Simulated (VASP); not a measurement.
# How number of MPI ranks and smearing change a VASP run on TaSi2

A convergence test on TaSi2: the number of MPI ranks and smearing. The series runs use LDA. The number of MPI ranks tried: 1 ranks; 2 ranks; 4 ranks; 8 ranks. The smearing tried: ISMEAR = -1, SIGMA = 0.01; ISMEAR = -1, SIGMA = 0.05; ISMEAR = -1, SIGMA = 0.1; ISMEAR = -1, SIGMA = 0.2; ISMEAR = -1, SIGMA = 0.5; ISMEAR = 2, SIGMA = 0.01; ISMEAR = 2, SIGMA = 0.05; ISMEAR = 2, SIGMA = 0.1; ISMEAR = 2, SIGMA = 0.2; ISMEAR = 2, SIGMA = 0.5; ISMEAR = -5. The start is a cell from a database of measured crystal structures.

Method: LDA; plane waves and PAW (Ta_pv, Si), in VASP 6.6.1.

Most raw output is cut from this account.

The database entry behind the starting cell has ideal inner coordinates that were not refined, so it need not match the best structure at ambient conditions.

**1. Starting point**

Symmetry: P6_222, No. 180, hexagonal system. Conventional cell: a = 4.780 Å, b = 4.780 Å, c = 6.564 Å, α = 90.00°, β = 90.00°, γ = 120.00°. Nearest to Ta lie 10 Si at 2.59 to 2.76 Å. Nearest to Si lie 5 Si at 2.59 to 2.76 Å and 5 Ta at 2.59 to 2.76 Å. Farther neighbours are not listed.

Coordinates:

```cif
data_structure
_symmetry_space_group_name_H-M 'P 1'
_symmetry_Int_Tables_number 1
_cell_length_a 4.7800
_cell_length_b 4.7800
_cell_length_c 6.5640
_cell_angle_alpha 90.000
_cell_angle_beta 90.000
_cell_angle_gamma 120.000
_cell_volume 129.88
loop_
_atom_site_label
_atom_site_type_symbol
_atom_site_fract_x
_atom_site_fract_y
_atom_site_fract_z
_atom_site_occupancy
Ta1 Ta 0.50000 0.00000 0.50000 1
Ta2 Ta 0.50000 0.50000 0.83333 1
Ta3 Ta 0.00000 0.50000 0.16667 1
Si4 Si 0.16665 0.33330 0.50000 1
Si5 Si 0.83335 0.16665 0.83333 1
Si6 Si 0.66670 0.83335 0.16667 1
Si7 Si 0.83335 0.66670 0.50000 1
Si8 Si 0.16665 0.83335 0.83333 1
Si9 Si 0.33330 0.16665 0.16667 1
```

**2. Number of MPI ranks: 1 ranks**

The same run on more MPI ranks shows how well it scales. LDA, the lowest rung, knows the local density alone.

Contents of INCAR:

```
SYSTEM = TaSi2
PREC = Accurate
ENCUT = 400
EDIFF = 1E-06
NELM = 100
ISMEAR = -1
SIGMA = 0.05
LREAL = .FALSE.
ALGO = Normal
GGA = CA
NBANDS = 37
LASPH = .TRUE.
LORBIT = 11
LWAVE = .FALSE.
LCHARG = .FALSE.
ISIF = 2
```

Contents of POSCAR:

```
TaSi2
1.0
    4.7800000000      0.0000000000      0.0000000000
   -2.3900000000      4.1396014301      0.0000000000
    0.0000000000      0.0000000000      6.5640000000
Ta Si
3 6
Direct
    0.5000000000      0.0000000000      0.5000000000
    0.5000000000      0.5000000000      0.8333333333
    0.0000000000      0.5000000000      0.1666666667
    0.1666500000      0.3333000000      0.5000000000
    0.8333500000      0.1666500000      0.8333333333
    0.6667000000      0.8333500000      0.1666666667
    0.8333500000      0.6667000000      0.5000000000
    0.1666500000      0.8333500000      0.8333333333
    0.3333000000      0.1666500000      0.1666666667
```

Contents of KPOINTS:

```
Automatic mesh
0
Gamma
6 6 4
0 0 0
```

The projector-augmented-wave data sets are Ta_pv and Si (PBE family, release 64).

Run with:

```sh
mpirun -np 1 vasp_std
```

The job ended after 49 s (1 MPI rank of Intel Xeon Platinum 8375C at 2.90GHz (Ice Lake), shared host; peak memory 0.2 GiB).

This run has no spin polarisation. Its electron count is odd, so without a moment it is a metal by construction. The k-mesh is coarse for a metal. The PAW data sets were made with PBE, though LDA sets exist; this is a small mismatch.

Numbers from this step:

| Property | Result |
| --- | --- |
| electronic steps | 12 |
| electrons | 57 |
| bands | 37 |
| irreducible k points | 21 |
| symmetry operations | 12 |
| free energy (TOTEN) | -78.9613 eV |
| energy at zero smearing | -78.9440 eV |
| Fermi energy | 9.142 eV |
| pressure | -3.260 GPa |
| metallic | yes |

The series starts at -8.7716 eV an atom and -3.26 GPa, after 12 cycles in 49 s.

**3. Number of MPI ranks: 2 ranks**

INCAR: that of step 2 with these lines changed.

```diff
@@ -15,2 +15,3 @@
 LCHARG = .FALSE.
+KPAR = 2
 ISIF = 2
```

POSCAR is that of step 2.

KPOINTS is that of step 2.

Run with:

```sh
mpirun -np 2 vasp_std
```

Run time: 28 s. Hardware: 2 MPI ranks; peak memory 0.38 GiB.

Against the first of the series the energy stays within 0.01 meV an atom and the pressure within 0.01 GPa, after 12 cycles in 28 s.

**4. Number of MPI ranks: 4 ranks**

INCAR: that of step 3 with these lines changed.

```diff
@@ -15,3 +15,3 @@
 LCHARG = .FALSE.
-KPAR = 2
+KPAR = 4
 ISIF = 2
```

POSCAR is that of step 3.

KPOINTS is that of step 3.

Run with:

```sh
mpirun -np 4 vasp_std
```

It took 19 s on 4 MPI ranks; peak memory 0.79 GiB.

Against the first of the series the energy stays within 0.01 meV an atom and the pressure within 0.01 GPa, after 12 cycles in 19 s.

**5. Number of MPI ranks: 8 ranks**

INCAR: that of step 4 with these lines changed.

```diff
@@ -15,3 +15,3 @@
 LCHARG = .FALSE.
-KPAR = 4
+KPAR = 8
 ISIF = 2
```

POSCAR is that of step 4.

KPOINTS is that of step 4.

Run with:

```sh
mpirun -np 8 vasp_std
```

Elapsed: 16 s, on 8 MPI ranks; peak memory 1.7 GiB; 2 min of CPU time.

Against the first of the series the energy stays within 0.01 meV an atom and the pressure within 0.01 GPa, after 12 cycles in 16 s.

**6. The number of MPI ranks series as a table**

This step: convergence of LDA results with the layout; plane waves and PAW (VASP 6.6.1).

Derived from the runs above.

Differences are taken from the run with 1 ranks. Results of the series, by row:

```
setting     status  energy less the reference (meV/atom)  pressure (GPa)  largest force difference (meV/Å)  SCF cycles  wall time (s)
1 ranks  converged                                     0           -3.26                                 0          12             49
2 ranks  converged                                     0           -3.26                                 0          12             28
4 ranks  converged                                     0           -3.26                                 0          12           19.2
8 ranks  converged                                     0           -3.26                                 0          12           16.2
```

**7. Smearing: ISMEAR = -1, SIGMA = 0.01**

This step: LDA; plane waves and PAW (Ta_pv, Si) (VASP 6.6.1).

Smearing steadies the sum over the Fermi surface at the price of an entropy term.

INCAR: that of step 5 with these lines changed.

```diff
@@ -6,3 +6,3 @@
 ISMEAR = -1
-SIGMA = 0.05
+SIGMA = 0.01
 LREAL = .FALSE.
```

POSCAR is that of step 5.

KPOINTS is that of step 5.

Run with:

```sh
mpirun -np 8 vasp_std
```

Elapsed: 15 s, on 8 MPI ranks; peak memory 1.7 GiB.

This step gave:

| Property | Result |
| --- | --- |
| free energy (TOTEN) | -78.9429 eV |
| energy at zero smearing | -78.9419 eV |
| Fermi energy | 9.126 eV |
| pressure | -3.362 GPa |

The series starts at -8.7713 eV an atom and -3.36 GPa, after 12 cycles in 15 s. The entropy term T·S comes to 0.23 meV an atom in size.

**8. Smearing: ISMEAR = -1, SIGMA = 0.05**

INCAR: that of step 7 with these lines changed.

```diff
@@ -6,3 +6,3 @@
 ISMEAR = -1
-SIGMA = 0.01
+SIGMA = 0.05
 LREAL = .FALSE.
```

POSCAR is that of step 7.

KPOINTS is that of step 7.

Run with:

```sh
mpirun -np 8 vasp_std
```

The job ended after 16 s (8 MPI ranks; peak memory 1.7 GiB; 2 min of CPU time).

Against the run before the energy at zero width moves by -0.23 meV an atom and the pressure by +0.10 GPa, after 12 cycles in 16 s. The entropy term T·S comes to 3.85 meV an atom in size.

**9. Smearing: ISMEAR = -1, SIGMA = 0.1**

INCAR: that of step 8 with these lines changed.

```diff
@@ -6,3 +6,3 @@
 ISMEAR = -1
-SIGMA = 0.05
+SIGMA = 0.1
 LREAL = .FALSE.
```

POSCAR is that of step 8.

KPOINTS is that of step 8.

Run with:

```sh
mpirun -np 8 vasp_std
```

It took 16 s on 8 MPI ranks; peak memory 1.7 GiB.

Against the run before the energy at zero width moves by -0.75 meV an atom and the pressure by +0.04 GPa, after 12 cycles in 16 s. The entropy term T·S comes to 12.71 meV an atom in size.

**10. Smearing: ISMEAR = -1, SIGMA = 0.2**

INCAR: that of step 9 with these lines changed.

```diff
@@ -6,3 +6,3 @@
 ISMEAR = -1
-SIGMA = 0.1
+SIGMA = 0.2
 LREAL = .FALSE.
```

POSCAR is that of step 9.

KPOINTS is that of step 9.

Run with:

```sh
mpirun -np 8 vasp_std
```

It took 16 s on 8 MPI ranks; peak memory 1.7 GiB; 2 min of CPU time.

Against the run before the energy at zero width moves by -2.58 meV an atom and the pressure by +0.11 GPa, after 12 cycles in 16 s. The entropy term T·S comes to 40.65 meV an atom in size.

**11. Smearing: ISMEAR = -1, SIGMA = 0.5**

INCAR: that of step 10 with these lines changed.

```diff
@@ -6,3 +6,3 @@
 ISMEAR = -1
-SIGMA = 0.2
+SIGMA = 0.5
 LREAL = .FALSE.
```

POSCAR is that of step 10.

KPOINTS is that of step 10.

Run with:

```sh
mpirun -np 8 vasp_std
```

Run time: 14 s. Hardware: 8 MPI ranks; peak memory 1.8 GiB; 1.8 min of CPU time.

Against the run before the energy at zero width moves by +10.43 meV an atom and the pressure by +1.54 GPa, after 17 cycles in 14 s. The entropy term T·S comes to 275.90 meV an atom in size.

**12. Smearing: ISMEAR = 2, SIGMA = 0.01**

INCAR: that of step 11 with these lines changed.

```diff
@@ -5,4 +5,4 @@
 NELM = 100
-ISMEAR = -1
-SIGMA = 0.5
+ISMEAR = 2
+SIGMA = 0.01
 LREAL = .FALSE.
```

POSCAR is that of step 11.

KPOINTS is that of step 11.

Run with:

```sh
mpirun -np 8 vasp_std
```

Wall time 15 s (8 MPI ranks); peak memory 1.7 GiB.

Against the first of the series the energy at zero width moves by +0.02 meV an atom and the pressure by -0.02 GPa, after 12 cycles in 15 s. The entropy term T·S comes to 0.00 meV an atom in size.

**13. Smearing: ISMEAR = 2, SIGMA = 0.05**

INCAR: that of step 12 with these lines changed.

```diff
@@ -6,3 +6,3 @@
 ISMEAR = 2
-SIGMA = 0.01
+SIGMA = 0.05
 LREAL = .FALSE.
```

POSCAR is that of step 12.

KPOINTS is that of step 12.

Run with:

```sh
mpirun -np 8 vasp_std
```

It took 11 s on 8 MPI ranks; peak memory 1.7 GiB.

Against the run before the energy at zero width moves by -0.02 meV an atom and the pressure by +0.02 GPa, after 12 cycles in 11 s. The entropy term T·S comes to 0.05 meV an atom in size.

**14. Smearing: ISMEAR = 2, SIGMA = 0.1**

INCAR: that of step 13 with these lines changed.

```diff
@@ -6,3 +6,3 @@
 ISMEAR = 2
-SIGMA = 0.05
+SIGMA = 0.1
 LREAL = .FALSE.
```

POSCAR is that of step 13.

KPOINTS is that of step 13.

Run with:

```sh
mpirun -np 8 vasp_std
```

It took 10 s on 8 MPI ranks; peak memory 1.7 GiB; 78 s of CPU time.

Against the run before the energy at zero width moves by -0.04 meV an atom and the pressure by +0.04 GPa, after 12 cycles in 10 s. The entropy term T·S comes to 0.15 meV an atom in size.

**15. Smearing: ISMEAR = 2, SIGMA = 0.2**

INCAR: that of step 14 with these lines changed.

```diff
@@ -6,3 +6,3 @@
 ISMEAR = 2
-SIGMA = 0.1
+SIGMA = 0.2
 LREAL = .FALSE.
```

POSCAR is that of step 14.

KPOINTS is that of step 14.

Run with:

```sh
mpirun -np 8 vasp_std
```

The job ended after 10 s (8 MPI ranks; peak memory 1.7 GiB).

Against the run before the energy at zero width moves by -0.05 meV an atom and the pressure by +0.06 GPa, after 12 cycles in 10 s. The entropy term T·S comes to 0.46 meV an atom in size.

**16. Smearing: ISMEAR = 2, SIGMA = 0.5**

INCAR: that of step 15 with these lines changed.

```diff
@@ -6,3 +6,3 @@
 ISMEAR = 2
-SIGMA = 0.2
+SIGMA = 0.5
 LREAL = .FALSE.
```

POSCAR is that of step 15.

KPOINTS is that of step 15.

Run with:

```sh
mpirun -np 8 vasp_std
```

The job ended after 11 s (8 MPI ranks; peak memory 1.7 GiB; 82 s of CPU time).

Against the run before the energy at zero width moves by -0.84 meV an atom and the pressure by +0.04 GPa, after 12 cycles in 11 s. The entropy term T·S comes to 5.30 meV an atom in size.

**17. Smearing: ISMEAR = -5**

INCAR: that of step 16 with these lines changed.

```diff
@@ -5,4 +5,4 @@
 NELM = 100
-ISMEAR = 2
-SIGMA = 0.5
+ISMEAR = -5
+SIGMA = 0.05
 LREAL = .FALSE.
```

POSCAR is that of step 16.

KPOINTS is that of step 16.

Run with:

```sh
mpirun -np 8 vasp_std
```

Elapsed: 12 s, on 8 MPI ranks; peak memory 1.7 GiB; 87 s of CPU time.

With tetrahedra the forces and stress of a metal are not exact derivatives of the energy.

Against the first of the series the energy at zero width moves by -1.92 meV an atom and the pressure by +0.05 GPa, after 14 cycles in 12 s.

**18. The smearing series as a table**

This step: convergence of LDA results with the smearing; plane waves and PAW (VASP 6.6.1).

No new run; the numbers come from the runs before.

One cell and one 6×6×4 mesh. Free energy against width, by row:

```
Fermi-Dirac width σ (eV)  free energy less that at the narrowest width (meV/atom)
                    0.01                                                        0
                    0.05                                                    -2.04
                     0.1                                                    -7.22
                     0.2                                                   -23.78
                     0.5                                                     -131
```

Differences are taken from the run with ISMEAR = -1, SIGMA = 0.01. Results of the series, by row:

```
                  setting     status  energy less the reference (meV/atom)  pressure (GPa)  largest force difference (meV/Å)  SCF cycles  wall time (s)
ISMEAR = -1, SIGMA = 0.01  converged                                     0          -3.362                                 0          12           14.6
ISMEAR = -1, SIGMA = 0.05  converged                               -0.2272           -3.26                             6.483          12             16
 ISMEAR = -1, SIGMA = 0.1  converged                               -0.9813          -3.217                             16.76          12           15.6
 ISMEAR = -1, SIGMA = 0.2  converged                                -3.565          -3.105                             41.18          12           15.8
 ISMEAR = -1, SIGMA = 0.5  converged                                 6.862          -1.564                             134.2          17           14.2
 ISMEAR = 2, SIGMA = 0.01  converged                                0.0156          -3.383                             11.42          12           14.8
 ISMEAR = 2, SIGMA = 0.05  converged                               1.44e-4          -3.366                             2.008          12           11.2
  ISMEAR = 2, SIGMA = 0.1  converged                              -0.04003          -3.324                             4.578          12           10.4
  ISMEAR = 2, SIGMA = 0.2  converged                              -0.09493          -3.268                             3.882          12           10.4
  ISMEAR = 2, SIGMA = 0.5  converged                               -0.9301          -3.232                             8.273          12             11
              ISMEAR = -5  converged                                -1.921          -3.308                             25.73          14           11.6
```

**19. Summary of results**

| Quantity | Value |
| --- | --- |
| wall time from fewest to most ranks | 49 s to 16 s |
| spread of the pressure over the smearing | 1.82 GPa |
| spread of the energy over the smearing | 10.4 meV/atom |

In words: On 8 ranks the run uses the cores at 38 % of the efficiency of 1. The usual rule keeps the entropy term T·S under 1 meV an atom, which holds up to a width of 0.01 eV for Fermi-Dirac and 0.2 eV for second-order Methfessel-Paxton. That rule is made for Methfessel-Paxton; with the other schemes the zero-width estimate is the energy to use. Farthest in energy from the narrowest smearing lies ISMEAR = -1, SIGMA = 0.5 (+6.9 meV an atom, +1.80 GPa, 134.2 meV/Å in forces). On a fixed mesh a narrow width is not the exact answer for a metal: it samples the Fermi surface more noisily. Going from 1 ranks to 8 ranks shortens the run by a factor of 3.0; on a shared host such times are rough.

[Lines on the potential files, build, host, timing and source positions are cut from VASP's logs without a mark.]

[Logs are printed without paths, hosts, clocks, repeated set-up lines and the standing remarks that a program may print on its own settings, such as how far it seeks lower states.]

[Hosts, paths, dates, database ids (printed as entryN), source tags and the programs' standing remarks are cut or masked in the printed files.]

[A measured line is paired with the nearest computed mode of its activity, which favours agreement.]
